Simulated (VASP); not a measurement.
```
CELL_PARAMETERS angstrom
      4.63040     0.00000     0.00000
     -2.31520     4.01005     0.00000
      0.00000     0.00000     5.29499
ATOMIC_POSITIONS crystal
  Zr 0.33333 0.66667 0.93746
  Zr 0.66667 0.33333 0.43746
  Si 0.33333 0.66667 0.43754
  Si 0.66667 0.33333 0.93754
```

Calculation: PBE GGA, VASP's PBE PAW potentials (set 64) (plane waves; VASP 6.6.1). Settings: 400 eV cut-off, Gaussian smearing of 0.050 eV, potentials Zr_sv Si.

Q: Give the energies of bands 9 to 19 at the high-symmetry points, in eV from the Fermi level.

A: 
```json
[
 {"band": "9", "Γ": "-8.37", "M": "-7.33", "K": "-6.94", "A": "-7.13", "L": "-6.36", "H": "-6.24"},
 {"band": "10", "Γ": "-6.58", "M": "-6.67", "K": "-6.94", "A": "-7.13", "L": "-6.36", "H": "-6.24"},
 {"band": "11", "Γ": "-1.64", "M": "-2.59", "K": "-1.98", "A": "-1.97", "L": "-3.30", "H": "-3.22"},
 {"band": "12", "Γ": "-1.64", "M": "-1.23", "K": "-1.35", "A": "-1.97", "L": "-3.30", "H": "-3.22"},
 {"band": "13", "Γ": "-1.43", "M": "-1.08", "K": "-1.35", "A": "-1.93", "L": "-1.27", "H": "-1.72"},
 {"band": "14", "Γ": "-1.41", "M": "-1.02", "K": "-0.99", "A": "-1.93", "L": "-1.27", "H": "-1.72"},
 {"band": "15", "Γ": "-1.41", "M": "-0.92", "K": "-0.99", "A": "-1.93", "L": "-1.20", "H": "-0.92"},
 {"band": "16", "Γ": "0.24", "M": "-0.32", "K": "-0.86", "A": "-1.93", "L": "-1.20", "H": "-0.92"},
 {"band": "17", "Γ": "0.24", "M": "0.48", "K": "0.07", "A": "2.39", "L": "1.20", "H": "0.65"},
 {"band": "18", "Γ": "1.06", "M": "0.75", "K": "1.13", "A": "2.39", "L": "1.20", "H": "0.65"},
 {"band": "19", "Γ": "2.65", "M": "1.82", "K": "1.79", "A": "2.39", "L": "1.87", "H": "2.74"}
]
```

It has no gap at this level: it comes out as a metal or semimetal.

The structure was generated: ZrSi was put into the wurtzite type (P6_3mc), which need not be its known phase. It was relaxed first, which changed the volume by -32 %. The relaxed cell has space group P6_3/mmc.
